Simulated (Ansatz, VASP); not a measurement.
# Cross-check of Fe (Fe wire along [111], 3 atoms a period) between VASP and Ansatz, part 2 of 2

Aim: how closely do two programs agree when they are given the same cell, functional and k mesh? The structure shown is the start of the Ansatz relaxation below; VASP solves that cell, so the two are compared at the walk's first step.

VASP 6.6.1 and Ansatz 0.2.0.

So far: The structure; Ansatz: relaxation, PBE; VASP: single point, PBE, start cell.

### 3. VASP: single point, PBE, start cell (continued)

Level of this step: PBE, spin-polarised from a ferromagnetic start; plane waves and PAW (Fe) (VASP).

Numbers of over 12 decimals in the logs are rounded to 6 here.

OUTCAR, selected parts (step 3):

```text
ion  position               nearest neighbor table
   1  0.386  0.373  0.000-   3 2.45   2 2.45   2 2.83   3 2.83
   2  0.386  0.627  0.333-   3 2.45   1 2.45   1 2.83   3 2.83
   3  0.614  0.500  0.667-   2 2.45   1 2.45   1 2.83   2 2.83

  LATTYP: Found a simple orthorhombic cell.
 ALAT       =     2.4508520000
 B/A-ratio  =     3.5909961107
 C/A-ratio  =     3.7174827366

 Subroutine GETGRP returns: Found  2 space group operations
 (whereof  1 operations were pure point group operations)

The static configuration has the point symmetry C_1 .
 The point group associated with its full space group is C_2 .

 Found     17 irreducible k-points:

   k-points           NKPTS =     17   k-points in BZ     NKDIM =     17   number of bands    NBANDS=     24

   dimension x,y,z NGX =    70 NGY =   70 NGZ =   18
   dimension x,y,z NGXF=   140 NGYF=  140 NGZF=   36

   ENCUT  =  520.0 eV  38.22 Ry    6.18 a.u.  16.36 16.94  4.56*2*pi/ulx,y,z

   NELECT =      24.0000    total number of electrons

 k-points in reciprocal lattice and weights: Automatic mesh
   0.00000000  0.00000000  0.00000000       0.030
   0.00000000  0.00000000  0.03030303       0.061
   0.00000000  0.00000000  0.06060606       0.061
   0.00000000  0.00000000  0.09090909       0.061
   0.00000000  0.00000000  0.12121212       0.061
   0.00000000  0.00000000  0.15151515       0.061
   0.00000000  0.00000000  0.18181818       0.061
   0.00000000  0.00000000  0.21212121       0.061
   0.00000000  0.00000000  0.24242424       0.061
[...]
0.00000000  0.00000000  0.45454545       0.061
   0.00000000  0.00000000  0.48484848       0.061

 average (electrostatic) potential at core
       1 -51.3450       2 -51.3450       3 -51.3476

 E-fermi :  -1.9232

 spin component 1
 k-point     1 :       0.0000    0.0000    0.0000
  band No.  band energies     occupation
    ...
     14      -3.3747      1.00000
     15      -3.3690      1.00000
     16      -3.0960      1.00000
     17      -3.0840      1.00000
     18      -3.0825      1.00000
     19      -1.3644      0.00001
     20      -0.6450      0.00000
     21      -0.3105      0.00000
     22       2.1596      0.00000
     23       2.4007      0.00000
    ...

 k-point     2 :       0.0000    0.0000    0.0303
  band No.  band energies     occupation
    ...
     14      -3.4197      1.00000
     15      -3.2495      1.00000
     16      -3.1298      1.00000
     17      -3.1152      1.00000
     18      -3.0524      1.00000
     19      -1.3086      0.00000
     20      -0.6066      0.00000
     21      -0.2705      0.00000
     22       2.1866      0.00000
     23       2.4227      0.00000
    ...

 k-point     3 :       0.0000    0.0000    0.0606
  band No.  band energies     occupation
    ...
     14      -3.4379      1.00000
     15      -3.2438      1.00000
     16      -3.2099      1.00000
     17      -3.0487      1.00000
     18      -2.9979      1.00000
     19      -1.1540      0.00000
     20      -0.4951      0.00000
     21      -0.1543      0.00000
     22       2.2672      0.00000
     23       2.4887      0.00000
    ...

 k-point     4 :       0.0000    0.0000    0.0909
  band No.  band energies     occupation
    ...
     14      -3.4820      1.00000
     15      -3.3386      1.00000
     16      -3.2983      1.00000
     17      -2.8950      1.00000
     18      -2.8863      1.00000
     19      -0.9264      0.00000
     20      -0.3200      0.00000
     21       0.0289      0.00000
     22       2.4007      0.00000
     23       2.5987      0.00000
    ...

 k-point     5 :       0.0000    0.0000    0.1212
  band No.  band energies     occupation
    ...
     14      -3.5618      1.00000
     15      -3.4538      1.00000
     16      -3.3523      1.00000
     17      -2.7350      1.00000
     18      -2.7113      1.00000
     19      -0.6471      0.00000
     20      -0.0912      0.00000
     21       0.2687      0.00000
     22       2.5858      0.00000
     23       2.7525      0.00000
    ...

 k-point     6 :       0.0000    0.0000    0.1515
  band No.  band energies     occupation
    ...
     14      -3.6465      1.00000
     15      -3.5721      1.00000
     16      -3.3762      1.00000
     17      -2.5439      1.00000
     18      -2.5139      0.99999
     19      -0.3286      0.00000
     20       0.1830      0.00000
     21       0.5562      0.00000
     22       2.8207      0.00000
     23       2.9500      0.00000
    ...

  Total       -2.4135138     -2.3930177     -1.9388548      0.0000000      0.0055052      0.0000000
  in kB      -19.6763806    -19.5092840    -15.8066818      0.0000000      0.0448819      0.0000000
  external PRESSURE =     -18.3307821 kB  Pullay stress =       0.0000000 kB

  energy-cutoff  :      520.00
  volume of cell :      196.52
      direct lattice vectors                 reciprocal lattice vectors
     8.801000000  0.000000000  0.000000000     0.113623452  0.000000000  0.000000000
     0.000000000  9.111000000  0.000000000     0.000000000  0.109757436  0.000000000
     0.000000000  0.000000000  2.450852000     0.000000000  0.000000000  0.408021374

 POSITION                                       TOTAL-FORCE (eV/Angst)
 -----------------------------------------------------------------------------------
      3.40000      3.40000      0.00000         0.644283      1.112832      0.000386
      3.40000      5.71069      0.81695         0.644283     -1.112832     -0.000386
      5.40111      4.55534      1.63390        -1.288566      0.000000      0.000000
 -----------------------------------------------------------------------------------
    total drift:                               -0.000190      0.000001      0.000000

  FREE ENERGIE OF THE ION-ELECTRON SYSTEM (eV)
  ---------------------------------------------------
  free  energy   TOTEN  =       -19.2601882979 eV

  energy  without entropy=      -19.2366128346  energy(sigma->0) =      -19.24840057

 total charge
# of ion       s       p       d       tot
------------------------------------------
    1        0.474   0.258   6.180   6.912
    2        0.474   0.258   6.180   6.912
    3        0.474   0.258   6.180   6.912
--------------------------------------------------
tot          1.422   0.774  18.541  20.737

 magnetization (x)
# of ion       s       p       d       tot
------------------------------------------
    1        0.031   0.013   2.896   2.940
    2        0.031   0.013   2.896   2.940
    3        0.031   0.013   2.897   2.941
--------------------------------------------------
tot          0.093   0.039   8.688   8.821

[... 6 further parts left out ...]
```

The magnetic state follows from one typed start and may not be the lowest.

### 4. Comparison

Known differences besides the potentials themselves: VASP starts from the moments at which Ansatz ended; the data sets hold 48 valence electrons in Ansatz (on its default PAW (the set named soft_2) files) and 24 in VASP; the cutoff is 420 eV in Ansatz and 520 eV in VASP. Total energies have different zeros and are not compared.

Forces (eV/Å; atoms numbered as in POSCAR):

```tsv
atom	Ansatz x, y, z	VASP x, y, z
Fe1	0.634, 1.096, 0.000	0.644, 1.113, 0.000
Fe2	0.634, -1.096, 0.000	0.644, -1.113, 0.000
Fe3	-1.269, 0.000, 0.000	-1.289, 0.000, 0.000
```

The forces differ by 11 meV/Å r.m.s., which is 1.5 % of the r.m.s. force of 0.743 eV/Å (both taken over all components). Moments aren't recorded for both runs of this pair, so they may hold unlike magnetic states.

### 5. Outcome

* r.m.s. force difference (single point, PBE, start cell): 1.5 % of the r.m.s. force

The r.m.s. force difference is 1.5 % of the r.m.s. force (single point, PBE, start cell), within the 3 % picked in this series as the mark of a large difference. The data sets hold unlike numbers of valence electrons (48 in Ansatz and 24 in VASP), so part of the differences may come from the potentials. Such differences can come from data sets, numerical settings and the points named under the comparisons, not from the functional's error against experiment.

[Lines on the potential files, build, host, timing and source positions are cut from VASP's logs without a mark.]

[Logs are printed without paths, hosts, clocks, repeated set-up lines and the standing remarks that a program may print on its own settings, such as how far it seeks lower states.]

[Hosts, paths, dates, database ids (printed as entryN), source tags and the programs' standing remarks are cut or masked in the printed files.]
